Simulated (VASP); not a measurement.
Output of a VASP run:

### OUTCAR
```
 ion  position               nearest neighbor table
   1  0.000  0.000  0.000-   4 2.48   4 2.48   4 2.48   3 2.48   3 2.48   3 2.48
   2  0.500  0.500  0.500-   3 2.48   3 2.48   3 2.48   4 2.48   4 2.48   4 2.48
   3  0.250  0.250  0.250-   1 2.48   1 2.48   1 2.48   2 2.48   2 2.48   2 2.48
   4  0.750  0.750  0.750-   2 2.48   2 2.48   2 2.48   1 2.48   1 2.48   1 2.48
  LATTYP: Found a trigonal (rhomboedric) cell.
 ALAT       =     6.0518460264
 COS(alpha) =     0.8315636495
 Subroutine PRICEL returns following result:
  LATTYP: Found a trigonal (rhomboedric) cell.
 ALAT       =     3.4986693617
 COS(alpha) =     0.4960287532
 Subroutine GETGRP returns: Found 12 space group operations
The static configuration has the point symmetry D_3d.
The dynamic configuration has the point symmetry D_3d.
The overall configuration has the point symmetry D_3d.
 Subroutine INISYM returns: Found 12 space group operations
 Subroutine IBZKPT returns following result:
 Found     44 irreducible k-points:

 Following reciprocal coordinates:
            Coordinates               Weight
  0.000000  0.000000  0.000000      1.000000
  0.142857  0.000000  0.000000      6.000000
  0.285714  0.000000  0.000000      6.000000
  0.428571  0.000000  0.000000      6.000000
  0.142857  0.142857  0.000000      6.000000
  0.285714  0.142857  0.000000     12.000000
  0.428571  0.142857  0.000000     12.000000
 -0.428571  0.142857  0.000000     12.000000
 -0.285714  0.142857 -0.000000     12.000000
 -0.142857  0.142857  0.000000      6.000000
  0.285714  0.285714  0.000000      6.000000
  0.428571  0.285714  0.000000     12.000000
 -0.428571  0.285714 -0.000000     12.000000
 -0.285714  0.285714  0.000000      6.000000
  0.428571  0.428571  0.000000      6.000000
 -0.428571  0.428571  0.000000      6.000000
  0.142857  0.142857  0.142857      2.000000
  0.285714  0.142857  0.142857      6.000000
  0.428571  0.142857  0.142857      6.000000
 -0.428571  0.142857  0.142857      6.000000
 -0.285714  0.142857  0.142857      6.000000
 -0.142857  0.142857  0.142857      6.000000
  0.285714  0.285714  0.142857      6.000000
  0.428571  0.285714  0.142857     12.000000
 -0.428571  0.285714  0.142857     12.000000
 -0.285714  0.285714  0.142857     12.000000
 -0.142857  0.285714  0.142857     12.000000
  0.428571  0.428571  0.142857      6.000000
 -0.428571  0.428571  0.142857     12.000000
 -0.285714  0.428571  0.142857     12.000000
 -0.142857  0.428571  0.142857     12.000000
 -0.428571 -0.428571  0.142857      6.000000
 -0.285714 -0.428571  0.142857     12.000000
 -0.285714 -0.285714  0.142857      6.000000
  0.285714  0.285714  0.285714      2.000000
  0.428571  0.285714  0.285714      6.000000
 -0.428571  0.285714  0.285714      6.000000
 -0.285714  0.285714  0.285714      6.000000
  0.428571  0.428571  0.285714      6.000000
 -0.428571  0.428571  0.285714     12.000000
   k-points           NKPTS =     44   k-points in BZ     NKDIM =     44   number of bands    NBANDS=     23
   number of dos      NEDOS =    301   number of ions     NIONS =      4
   total plane-waves  NPLWV = 110592
   dimension x,y,z NGX =    48 NGY =   48 NGZ =   48
   dimension x,y,z NGXF=    96 NGYF=   96 NGZF=   96
   ions per type =               2   2
   PREC   = accura    normal or accurate (medium, high low for compatibility)
   ISTART =      0    job   : 0-new  1-cont  2-samecut
   ICHARG =      2    charge: 1-file 2-atom 10-const
   ISPIN  =      2    spin polarized calculation?
   LNONCOLLINEAR =      F non collinear calculations
   LSORBIT =      F    spin-orbit coupling
   INIWAV =      1    electr: 0-lowe 1-rand  2-diag
   ENCUT  =  520.0 eV  38.22 Ry    6.18 a.u.  11.25 11.25 11.25*2*pi/ulx,y,z
   NELM   =    100;   NELMIN=  2; NELMDL= -5     # of ELM steps
   EDIFF  = 0.1E-06   stopping-criterion for ELM
   LREAL  =      F    real-space projection
   NLSPLINE    = F    spline interpolate recip. space projectors
...
```

**OSZICAR**
```
       N       E                     dE             d eps       ncg     rms          rms(c)
DAV:   1     0.400821005246E+03    0.40082E+03   -0.21490E+04  4216   0.185E+03
DAV:   2     0.131182701884E+02   -0.38770E+03   -0.38219E+03  4076   0.501E+02
DAV:   3    -0.205615160200E+02   -0.33680E+02   -0.33284E+02  5745   0.139E+02
DAV:   4    -0.215825940440E+02   -0.10211E+01   -0.10159E+01  4707   0.225E+01
DAV:   5    -0.216045743275E+02   -0.21980E-01   -0.21974E-01  5095   0.378E+00    0.187E+01
DAV:   6    -0.196746134935E+02    0.19300E+01   -0.28668E+01  5234   0.513E+01    0.162E+01
DAV:   7    -0.194764490470E+02    0.19816E+00   -0.35750E+00  4916   0.225E+01    0.941E+00
DAV:   8    -0.195155134635E+02   -0.39064E-01   -0.36943E-01  5137   0.484E+00    0.453E+00
DAV:   9    -0.194978196775E+02    0.17694E-01   -0.84683E-02  5422   0.283E+00    0.440E-01
DAV:  10    -0.195006275008E+02   -0.28078E-02   -0.19064E-02  5123   0.863E-01    0.207E-01
DAV:  11    -0.195006195818E+02    0.79190E-05   -0.89990E-04  4620   0.243E-01    0.127E-01
DAV:  12    -0.195006790147E+02   -0.59433E-04   -0.26174E-04  5045   0.102E-01    0.881E-02
DAV:  13    -0.195006979076E+02   -0.18893E-04   -0.38582E-05  4391   0.371E-02    0.519E-02
DAV:  14    -0.195007111818E+02   -0.13274E-04   -0.11740E-05  4524   0.258E-02    0.168E-02
DAV:  15    -0.195007138963E+02   -0.27146E-05   -0.22084E-06  5001   0.114E-02    0.501E-03
DAV:  16    -0.195007138591E+02    0.37186E-07   -0.84333E-08  2780   0.296E-03
   1 F= -.19500714E+02 E0= -.19500708E+02  d E =-.195007E+02  mag=    -0.0000
       N       E                     dE             d eps       ncg     rms          rms(c)
DAV:   1    -0.195012880378E+02   -0.57414E-03   -0.22178E-02  4132   0.125E+00    0.171E-01
DAV:   2    -0.195009885834E+02    0.29945E-03   -0.59992E-04  4581   0.246E-01    0.974E-02
DAV:   3    -0.195008946489E+02    0.93935E-04   -0.11505E-04  5538   0.115E-01    0.523E-02
DAV:   4    -0.195008837365E+02    0.10912E-04   -0.30790E-05  5266   0.434E-02    0.135E-02
DAV:   5    -0.195008838451E+02   -0.10861E-06   -0.13617E-06  4259   0.115E-02    0.833E-03
DAV:   6    -0.195008840230E+02   -0.17785E-06   -0.17142E-07  3313   0.355E-03    0.298E-03
DAV:   7    -0.195008840505E+02   -0.27490E-07   -0.43473E-08  2409   0.201E-03
   2 F= -.19500884E+02 E0= -.19500879E+02  d E =-.170191E-03  mag=     0.0000
```

**OUTCAR**
```
------------------------ aborting loop because EDIFF is reached ----------------------------------------
  FORCE on cell =-STRESS in cart. coord.  units (eV):
  Direction    XX          YY          ZZ          XY          YZ          ZX
  --------------------------------------------------------------------------------------
  Total        2.1116390      2.1116390      2.1116390     -0.0353068     -0.0353068     -0.0353068
  in kB       55.5309186     55.5309186     55.5309186     -0.9284818     -0.9284818     -0.9284818
  external PRESSURE =      55.5309186 kB  Pullay stress =       0.0000000 kB
  volume of cell :       60.92
      direct lattice vectors                 reciprocal lattice vectors
     4.944717187  2.459400214  2.459400214     0.302036679 -0.100326485 -0.100326485
     2.459400214  4.944717187  2.459400214    -0.100326485  0.302036679 -0.100326485
     2.459400214  2.459400214  4.944717187    -0.100326485 -0.100326485  0.302036679
 POSITION                                       TOTAL-FORCE (eV/Angst)
 -----------------------------------------------------------------------------------
      7.40412      4.91880      7.40412         0.000000      0.000000      0.000000
      4.93176      4.93176      4.93176         0.000000      0.000000     -0.000000
      2.46588      2.46588      2.46588         0.000000     -0.000000     -0.000000
      7.39764      7.39764      7.39764        -0.000000     -0.000000      0.000000
 -----------------------------------------------------------------------------------
    total drift:                               -0.000000     -0.000000     -0.000000
  FREE ENERGIE OF THE ION-ELECTRON SYSTEM (eV)
  ---------------------------------------------------
  free  energy   TOTEN  =       -19.5008840505 eV

  energy  without entropy=      -19.5008749121  energy(sigma->0) =      -19.50087948

 total charge

# of ion       s       p       d       tot
------------------------------------------
    1        0.242   6.213   5.031  11.486
    2        0.242   6.213   5.031  11.486
    3        1.326   2.439   0.000   3.765
    4        1.326   2.439   0.000   3.765
--------------------------------------------------
tot          3.135  17.305  10.062  30.502

 magnetization (x)

# of ion       s       p       d       tot
------------------------------------------
    1        0.010   0.014   3.928   3.952
    2       -0.010  -0.014  -3.928  -3.952
    3        0.000   0.000   0.000   0.000
    4        0.000   0.000   0.000   0.000
--------------------------------------------------
tot          0.000   0.000   0.000   0.000

 reached required accuracy - stopping structural energy minimisation
```
(Selected blocks of OUTCAR.)

POSCAR:
```
MnS
1
    4.9478461921     2.4641081943     2.4641081943
    2.4641081943     4.9478461921     2.4641081943
    2.4641081943     2.4641081943     4.9478461921
Mn S
2 2
Direct
  0.0000000000   0.0000000000   0.0000000000
  0.5000000000   0.5000000000   0.5000000000
  0.2500000000   0.2500000000   0.2500000000
  0.7500000000   0.7500000000   0.7500000000
```

### Question
Reconstruct the remaining input files.

### Answer
Several could match; the one computed here: the input of the run itself, vdW-DF-cx, plane waves, VASP's PBE PAW potentials (set 64).

### INCAR
```
AGGAC  =  0.0
ALGO  =  Normal
EDIFF  =  1E-7
EDIFFG  =  -0.01
ENCUT  =  520
GGA  =  CX
IBRION  =  2
ISIF  =  4
ISMEAR  =  0
ISPIN  =  2
LASPH  =  .TRUE.
LCHARG  =  .FALSE.
LMAXMIX  =  4
LORBIT  =  10
LREAL  =  .FALSE.
LUSE_VDW  =  .TRUE.
LWAVE  =  .FALSE.
MAGMOM  =  4.1 -4.1 2*0.0
NELM  =  100
NSW  =  30
PREC  =  Accurate
SIGMA  =  0.05
SYSTEM  =  MnS
```

File KPOINTS:
```
Automatic mesh
0
Gamma
7 7 7
0 0 0
```

POTCAR, in this order: Mn_pv S (PBE.64 set). Program: vasp_std.

The compound is MnS in the rock salt, AFM-II order structure. This cell is one point of a volume scan, at 0.94 of the reference volume. Symmetry was kept, so distortions that lower it aren't found.
